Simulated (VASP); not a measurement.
Level of theory: PBE GGA, VASP's PBE PAW potentials (set 64) (plane waves; VASP).

The input files of a VASP run:

File POSCAR:
```
Al2O3
1
    4.5860329727    -2.4028188991    -0.0001022969
    4.5860329727     2.4028188991    -0.0001022969
    3.3271820190     0.0000000000     3.9667487722
Al O
4 6
Direct
  0.8520000000   0.8520000000   0.8520000000
  0.3520000000   0.3520000000   0.3520000000
  0.1480000000   0.1480000000   0.1480000000
  0.6480000000   0.6480000000   0.6480000000
  0.4440000000   0.0560000000   0.7500000000
  0.0560000000   0.7500000000   0.4440000000
  0.5560000000   0.9440000000   0.2500000000
  0.2500000000   0.5560000000   0.9440000000
  0.9440000000   0.2500000000   0.5560000000
  0.7500000000   0.4440000000   0.0560000000
```

**INCAR**
```
SYSTEM = Al2O3
PREC = Normal
ENCUT = 400
EDIFF = 1E-5
NELM = 100
ALGO = Fast
LREAL = .FALSE.
LASPH = .TRUE.
ISMEAR = 0
SIGMA = 0.05
GGA = PE
LWAVE = .FALSE.
LCHARG = .FALSE.
NELMIN = 4
IBRION = 2
ISIF = 2
NSW = 20
EDIFFG = -0.03
```

File KPOINTS:
```
kpoints
0
gamma
 8 8 8
```

POTCAR, in this order: Al O (PBE.64 set). Program: vasp_std.

Problem. What does the run give for the energy per atom (σ→0), band gap (on the k-mesh)?

Solution. 
```json
{
  "energy per atom (σ→0)": "-7.496 eV/atom",
  "band gap (on the k-mesh)": "5.87 eV"
}
```

File OSZICAR:
```
...
RMM:  16    -0.749600833331E+02    0.44092E-06   -0.98823E-06  2341   0.178E-02
   1 F= -.74960083E+02 E0= -.74960083E+02  d E =-.749601E+02
       N       E                     dE             d eps       ncg     rms          rms(c)
DAV:   1    -0.749601877567E+02   -0.10398E-03   -0.15890E-01  4632   0.268E+00    0.664E-02
RMM:   2    -0.749604726859E+02   -0.28493E-03   -0.35742E-03  3900   0.381E-01    0.309E-02
RMM:   3    -0.749604525747E+02    0.20111E-04   -0.24018E-04  3901   0.108E-01    0.176E-02
RMM:   4    -0.749604442129E+02    0.83618E-05   -0.67207E-05  3624   0.489E-02
   2 F= -.74960444E+02 E0= -.74960444E+02  d E =-.360880E-03
```

The compound is Al2O3 in the corundum structure. This run relaxes the ions in a fixed cell. Symmetry was kept, so distortions that lower it aren't found.
